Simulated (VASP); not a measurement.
Computed with LDA (Ceperley-Alder, Perdew-Zunger), VASP's LDA PAW potentials (set 64) (plane waves; VASP).

Input for VASP

**KPOINTS**
```
K-points
0
Gamma
 15 15 15
0 0 0
```

**POSCAR**
```
In
1
   -1.5844666409     1.5844666409     2.4487041850
    1.5844666409    -1.5844666409     2.4487041850
    1.5844666409     1.5844666409    -2.4487041850
In
1
Direct
  0.0000000000   0.0000000000   0.0000000000
```

### INCAR
```
SYSTEM = In
PREC = Accurate
ENCUT = 520
EDIFF = 1E-6
NELM = 100
ALGO = Normal
LREAL = .FALSE.
LASPH = .TRUE.
ISMEAR = 1
SIGMA = 0.1
LMAXMIX = 4
LWAVE = .FALSE.
LCHARG = .FALSE.
IBRION = 2
ISIF = 3
NSW = 60
EDIFFG = -0.01
```

POTCAR, in this order: In_d (LDA.64 set). Program: vasp_std.

The run wrote:

**OSZICAR**
```
...
DAV:   2    -0.322065252700E+01    0.13822E-01   -0.26656E-02  6510   0.385E+00    0.363E-01
DAV:   3    -0.321669837942E+01    0.39541E-02   -0.77875E-03  8336   0.224E+00    0.123E-01
DAV:   4    -0.321641793282E+01    0.28045E-03   -0.77447E-04  7968   0.591E-01    0.473E-02
DAV:   5    -0.321641467600E+01    0.32568E-05   -0.61502E-05  8112   0.136E-01    0.329E-02
DAV:   6    -0.321641496294E+01   -0.28693E-06   -0.26921E-06  5006   0.225E-02
   4 F= -.32164150E+01 E0= -.32164674E+01  d E =0.219837E-04
       N       E                     dE             d eps       ncg     rms          rms(c)
DAV:   1    -0.322874704245E+01   -0.12332E-01   -0.36154E-01  6604   0.108E+01    0.628E-01
DAV:   2    -0.321948249911E+01    0.92645E-02   -0.17927E-02  6500   0.319E+00    0.297E-01
DAV:   3    -0.321685932989E+01    0.26232E-02   -0.49400E-03  8374   0.179E+00    0.106E-01
DAV:   4    -0.321666592375E+01    0.19341E-03   -0.48244E-04  7974   0.468E-01    0.398E-02
DAV:   5    -0.321666448085E+01    0.14429E-05   -0.37061E-05  8402   0.997E-02    0.270E-02
DAV:   6    -0.321666466800E+01   -0.18715E-06   -0.12877E-06  3722   0.157E-02
   5 F= -.32166647E+01 E0= -.32167855E+01  d E =-.227721E-03
       N       E                     dE             d eps       ncg     rms          rms(c)
DAV:   1    -0.321719522950E+01   -0.53075E-03   -0.16026E-02  6598   0.232E+00    0.131E-01
DAV:   2    -0.321678850525E+01    0.40672E-03   -0.78526E-04  6508   0.670E-01    0.623E-02
DAV:   3    -0.321667299962E+01    0.11551E-03   -0.22386E-04  8374   0.381E-01    0.218E-02
DAV:   4    -0.321666467450E+01    0.83251E-05   -0.22047E-05  7964   0.995E-02    0.811E-03
DAV:   5    -0.321666455021E+01    0.12429E-06   -0.12395E-06  3470   0.221E-02
   6 F= -.32166646E+01 E0= -.32167822E+01  d E =-.227604E-03
       N       E                     dE             d eps       ncg     rms          rms(c)
DAV:   1    -0.321668610543E+01   -0.21431E-04   -0.41542E-04  6560   0.256E-01    0.181E-02
DAV:   2    -0.321667820141E+01    0.79040E-05   -0.90354E-06  8234   0.707E-02    0.110E-02
DAV:   3    -0.321667410555E+01    0.40959E-05   -0.56546E-06  7468   0.691E-02    0.290E-03
DAV:   4    -0.321667409701E+01    0.85340E-08   -0.57629E-07  2948   0.126E-02
   7 F= -.32166741E+01 E0= -.32167903E+01  d E =-.954680E-05
       N       E                     dE             d eps       ncg     rms          rms(c)
DAV:   1    -0.321680706438E+01   -0.13296E-03   -0.37391E-03  6536   0.760E-01    0.545E-02
DAV:   2    -0.321673630836E+01    0.70756E-04   -0.82125E-05  8474   0.211E-01    0.339E-02
DAV:   3    -0.321669930615E+01    0.37002E-04   -0.50541E-05  7828   0.207E-01    0.861E-03
DAV:   4    -0.321669935970E+01   -0.53559E-07   -0.59870E-06  5940   0.361E-02
   8 F= -.32166994E+01 E0= -.32168098E+01  d E =-.348095E-04
       N       E                     dE             d eps       ncg     rms          rms(c)
DAV:   1    -0.321716423941E+01   -0.46493E-03   -0.15015E-02  6540   0.153E+00    0.109E-01
DAV:   2    -0.321688068541E+01    0.28355E-03   -0.33007E-04  8460   0.424E-01    0.678E-02
DAV:   3    -0.321673247753E+01    0.14821E-03   -0.20237E-04  7820   0.415E-01    0.173E-02
DAV:   4    -0.321673267034E+01   -0.19281E-06   -0.24203E-05  6678   0.727E-02    0.142E-02
DAV:   5    -0.321673248243E+01    0.18791E-06   -0.81301E-07  3042   0.210E-02
   9 F= -.32167325E+01 E0= -.32168245E+01  d E =-.679322E-04
       N       E                     dE             d eps       ncg     rms          rms(c)
DAV:   1    -0.321844287621E+01   -0.17102E-02   -0.60012E-02  6536   0.305E+00    0.218E-01
DAV:   2    -0.321731721755E+01    0.11257E-02   -0.13221E-03  8484   0.843E-01    0.136E-01
DAV:   3    -0.321672670082E+01    0.59052E-03   -0.80159E-04  7830   0.832E-01    0.343E-02
DAV:   4    -0.321672748390E+01   -0.78309E-06   -0.96006E-05  6788   0.145E-01    0.282E-02
DAV:   5    -0.321672683880E+01    0.64511E-06   -0.44686E-06  6234   0.422E-02
  10 F= -.32167268E+01 E0= -.32167563E+01  d E =-.622886E-04
       N       E                     dE             d eps       ncg     rms          rms(c)
DAV:   1    -0.321743119242E+01   -0.70371E-03   -0.23858E-02  6530   0.190E+00    0.139E-01
DAV:   2    -0.321697832496E+01    0.45287E-03   -0.52854E-04  8454   0.534E-01    0.873E-02
DAV:   3    -0.321674096081E+01    0.23736E-03   -0.32201E-04  7826   0.523E-01    0.216E-02
DAV:   4    -0.321674133028E+01   -0.36946E-06   -0.38291E-05  6696   0.907E-02    0.180E-02
DAV:   5    -0.321674104047E+01    0.28981E-06   -0.15023E-06  3578   0.269E-02
  11 F= -.32167410E+01 E0= -.32168134E+01  d E =-.764903E-04
       N       E                     dE             d eps       ncg     rms          rms(c)
DAV:   1    -0.321687992280E+01   -0.13859E-03   -0.22268E-03  6540   0.108E+00    0.555E-02
DAV:   2    -0.321680810388E+01    0.71819E-04   -0.16794E-04  6432   0.310E-01    0.201E-02
DAV:   3    -0.321679713612E+01    0.10968E-04   -0.32654E-05  6802   0.135E-01    0.811E-03
DAV:   4    -0.321679637950E+01    0.75661E-06   -0.14082E-06  5394   0.202E-02
  12 F= -.32167964E+01 E0= -.32168653E+01  d E =-.553390E-04
       N       E                     dE             d eps       ncg     rms          rms(c)
DAV:   1    -0.321769354471E+01   -0.89641E-03   -0.19911E-02  6524   0.322E+00    0.166E-01
DAV:   2    -0.321704397066E+01    0.64957E-03   -0.15145E-03  6428   0.933E-01    0.596E-02
DAV:   3    -0.321694568935E+01    0.98281E-04   -0.29294E-04  7656   0.406E-01    0.254E-02
DAV:   4    -0.321693905143E+01    0.66379E-05   -0.12921E-05  6224   0.596E-02    0.745E-03
DAV:   5    -0.321693876544E+01    0.28599E-06   -0.99469E-07  3786   0.183E-02
  13 F= -.32169388E+01 E0= -.32169966E+01  d E =-.197725E-03
       N       E                     dE             d eps       ncg     rms          rms(c)
DAV:   1    -0.322014272521E+01   -0.32037E-02   -0.79770E-02  6520   0.643E+00    0.334E-01
DAV:   2    -0.321753732935E+01    0.26054E-02   -0.60986E-03  6428   0.188E+00    0.119E-01
DAV:   3    -0.321714498137E+01    0.39235E-03   -0.11634E-03  7650   0.810E-01    0.511E-02
DAV:   4    -0.321711815518E+01    0.26826E-04   -0.51807E-05  6200   0.119E-01    0.148E-02
DAV:   5    -0.321711728391E+01    0.87127E-06   -0.57965E-06  7850   0.361E-02
  14 F= -.32171173E+01 E0= -.32171503E+01  d E =-.376243E-03
       N       E                     dE             d eps       ncg     rms          rms(c)
DAV:   1    -0.322924860494E+01   -0.12130E-01   -0.31992E-01  6516   0.128E+01    0.677E-01
DAV:   2    -0.321872706333E+01    0.10522E-01   -0.24767E-02  6426   0.380E+00    0.239E-01
DAV:   3    -0.321715537435E+01    0.15717E-02   -0.46027E-03  7636   0.162E+00    0.105E-01
DAV:   4    -0.321704528793E+01    0.11009E-03   -0.21214E-04  6192   0.243E-01    0.291E-02
DAV:   5    -0.321704278550E+01    0.25024E-05   -0.23223E-05  8372   0.705E-02    0.186E-02
DAV:   6    -0.321704333339E+01   -0.54789E-06   -0.45594E-07  3354   0.109E-02
  15 F= -.32170433E+01 E0= -.32170290E+01  d E =-.302293E-03
       N       E                     dE             d eps       ncg     rms          rms(c)
DAV:   1    -0.322106528586E+01   -0.40225E-02   -0.10421E-01  6514   0.744E+00    0.376E-01
DAV:   2    -0.321770861969E+01    0.33567E-02   -0.77836E-03  6422   0.211E+00    0.137E-01
DAV:   3    -0.321719158450E+01    0.51704E-03   -0.15583E-03  7666   0.937E-01    0.552E-02
DAV:   4    -0.321715753177E+01    0.34053E-04   -0.67119E-05  6252   0.137E-01    0.165E-02
DAV:   5    -0.321715599095E+01    0.15408E-05   -0.75815E-06  8118   0.425E-02    0.101E-02
DAV:   6    -0.321715617085E+01   -0.17990E-06   -0.21103E-07  2998   0.757E-03
  16 F= -.32171562E+01 E0= -.32171672E+01  d E =-.415130E-03
```

File OUTCAR:
```
------------------------ aborting loop because EDIFF is reached ----------------------------------------
  FORCE on cell =-STRESS in cart. coord.  units (eV):
  Direction    XX          YY          ZZ          XY          YZ          ZX
  --------------------------------------------------------------------------------------
  Total        0.0057786      0.0057786     -0.0015882      0.0000000      0.0000000      0.0000000
  in kB        0.3768647      0.3768647     -0.1035784      0.0000000      0.0000000      0.0000000
  external PRESSURE =       0.2167170 kB  Pullay stress =       0.0000000 kB
  volume of cell :       24.57
      direct lattice vectors                 reciprocal lattice vectors
    -1.596252756  1.596252756  2.410383709     0.000000000  0.313233602  0.207435853
     1.596252756 -1.596252756  2.410383709     0.313233602  0.000000000  0.207435853
     1.596252756  1.596252756 -2.410383709     0.313233602  0.313233602  0.000000000
 POSITION                                       TOTAL-FORCE (eV/Angst)
 -----------------------------------------------------------------------------------
     -0.00000      0.00000      0.00000        -0.000000      0.000000     -0.000000
 -----------------------------------------------------------------------------------
    total drift:                                0.000000     -0.000000     -0.000000
  FREE ENERGIE OF THE ION-ELECTRON SYSTEM (eV)
  ---------------------------------------------------
  free  energy   TOTEN  =        -3.2171561708 eV

  energy  without entropy=       -3.2171893656  energy(sigma->0) =       -3.21716724

 reached required accuracy - stopping structural energy minimisation
```
(Selected blocks of OUTCAR.)

**CONTCAR**
```
In
   1.00000000000000
    -1.5962527557100459    1.5962527557100457    2.4103837092471494
     1.5962527557100459   -1.5962527557100461    2.4103837092471494
     1.5962527557100459    1.5962527557100461   -2.4103837092471494
  In
     1
Direct
     0.0000000000000000    0.0000000000000000    0.0000000000000000
```

### OUTCAR
```
 val. band max:        7.9712319711   @ k =  -0.3333   0.4667   0.0667

 cond. band min:       7.9976329498   @ k =  -0.3333  -0.4000   0.1333


 Fermi energy:         7.9827707493

 k-point     1 :       0.0000    0.0000    0.0000
  band No.  band energies     occupation
      1      -6.7446      2.00000
      2      -6.6333      2.00000
      3      -6.6333      2.00000
      4      -6.5214      2.00000
      5      -6.4111      2.00000
      6      -2.0555      2.00000
      7      18.9530      0.00000
      8      18.9530      0.00000
      9      19.1257      0.00000
     10      19.7549      0.00000

 k-point     2 :       0.0667   -0.0000    0.0000
  band No.  band energies     occupation
      1      -6.7365      2.00000
      2      -6.6336      2.00000
      3      -6.6248      2.00000
      4      -6.5204      2.00000
      5      -6.4144      2.00000
      6      -1.9533      2.00000
      7      17.6909      0.00000
      8      18.8213      0.00000
      9      18.8218      0.00000
     10      19.6418      0.00000

 k-point     3 :       0.1333    0.0000    0.0000
  band No.  band energies     occupation
      1      -6.7198      2.00000
      2      -6.6364      2.00000
      3      -6.6032      2.00000
      4      -6.5106      2.00000
      5      -6.4208      2.00000
      6      -1.6439      2.00000
      7      15.3649      0.00000
      8      18.2497      0.00000
      9      18.5174      0.00000
     10      19.6269      0.00000

 k-point     4 :       0.2000   -0.0000    0.0000
  band No.  band energies     occupation
      1      -6.7109      2.00000
      2      -6.6465      2.00000
      3      -6.5822      2.00000
      4      -6.4768      2.00000
      5      -6.4191      2.00000
      6      -1.1217      2.00000
      7      12.9818      0.00000
      8      17.6007      0.00000
      9      18.1779      0.00000
     10      19.6087      0.00000

 k-point     5 :       0.2667    0.0000    0.0000
...
```

Unless said otherwise, spin-orbit coupling is left out, though it shifts the bands of the heavy elements here.

The compound is In in the bct structure. This run relaxes it. Symmetry was kept, so distortions that lower it aren't found. The start is the result of an earlier pass.
